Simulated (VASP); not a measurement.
Take SnO$_{2}$ (rutile), against free atoms with fixed spin and no zero-point term, in VASP with PAW potentials, and its cohesive energy.

Problem. One run gives 5.92 eV/atom. Which level is it?
(A) LDA
(B) revPBE
(C) PBE

Solution. A, LDA.  The others give 4.31 (revPBE), 4.73 (PBE).

Only levels that ran to the end are used. Left out are those held back, those with too coarse a band path, GW runs whose mesh misses a band edge, hybrids' fits of cells that aren't cubic and levels without matching references; a question may draw on a part of the rest.
